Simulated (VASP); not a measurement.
An input for Quantum ESPRESSO's pw.x (written as the equivalent of a VASP run, and not itself run):

```
&CONTROL
  calculation = 'vc-relax'
  pseudo_dir = './pseudo'
  outdir = './out'
  tprnfor = .true.
  tstress = .true.
  nstep = 30
  forc_conv_thr = 0.00039
/
&SYSTEM
  ibrav = 0
  nat = 6
  ntyp = 2
  ecutwfc = 86
  occupations = 'smearing'
  smearing = 'gaussian'
  degauss = 0.003675
  input_dft = 'pbe'
/
&ELECTRONS
  conv_thr = 7.3e-09
  electron_maxstep = 100
/
&IONS
/
&CELL
  cell_dofree = 'shape'
/
ATOMIC_SPECIES
  W 183.840 W.upf
  Se 78.971 Se.upf
CELL_PARAMETERS angstrom
     1.6271452   -2.8182979    0.0000000
     1.6271452    2.8182979    0.0000000
     0.0000000    0.0000000   14.2784219
ATOMIC_POSITIONS crystal
  W    0.3333330  0.6666670  0.2500000
  W    0.6666670  0.3333330  0.7500000
  Se   0.3333330  0.6666670  0.8652580
  Se   0.6666670  0.3333330  0.3652580
  Se   0.6666670  0.3333330  0.1347420
  Se   0.3333330  0.6666670  0.6347420
K_POINTS automatic
  8 8 2 0 0 0
```

**Question.** Translate this input to VASP (INCAR, KPOINTS, POSCAR, choice of POTCAR).

**Answer.** This is not unique; one that fits is 
INCAR:
```
LASPH=T   ! aspherical one-centre terms
LWAVE=F
IBRION=2   ! conjugate gradients
ISMEAR=0   ! Gaussian
LMAXMIX=6   ! l cut-off of mixed one-centre charges
ISIF=4   ! ions and shape, fixed volume
ENCUT=520   ! plane-wave cut-off (eV)
ALGO=Normal
LREAL=F   ! projection in real space or not
PREC=Accurate
SIGMA=0.05
EDIFFG=-0.01
SYSTEM=WSe2
NSW=30
LCHARG=F
EDIFF=1E-7   ! SCF stop (eV)
NELM=100
GGA=PE
```

### POSCAR
```
WSe2
1
    1.6271452469    -2.8182979095     0.0000000000
    1.6271452469     2.8182979095     0.0000000000
    0.0000000000     0.0000000000    14.2784218958
W Se
2 4
Direct
  0.3333330000   0.6666670000   0.2500000000
  0.6666670000   0.3333330000   0.7500000000
  0.3333330000   0.6666670000   0.8652579782
  0.6666670000   0.3333330000   0.3652579782
  0.6666670000   0.3333330000   0.1347420218
  0.3333330000   0.6666670000   0.6347420218
```

### KPOINTS
```
Automatic
0
gamma
8 8 2
0 0 0
```

POTCAR, in this order: W_sv Se (PBE.64 set). Program: vasp_std.

What does not carry over: the potentials are each code's own (VASP's PAW set, PseudoDojo norm-conserving files in pw.x), so ENCUT and ecutwfc are chosen apart and not converted; conv_thr bounds pw.x's estimated SCF error, while EDIFF bounds the energy change between steps; forc_conv_thr acts on force components and is met together with etot_conv_thr.

The compound is WSe2 in the 2H layered structure. This cell is one point of a volume scan, at 0.94 of the reference volume. Symmetry was kept, so distortions that lower it aren't found.
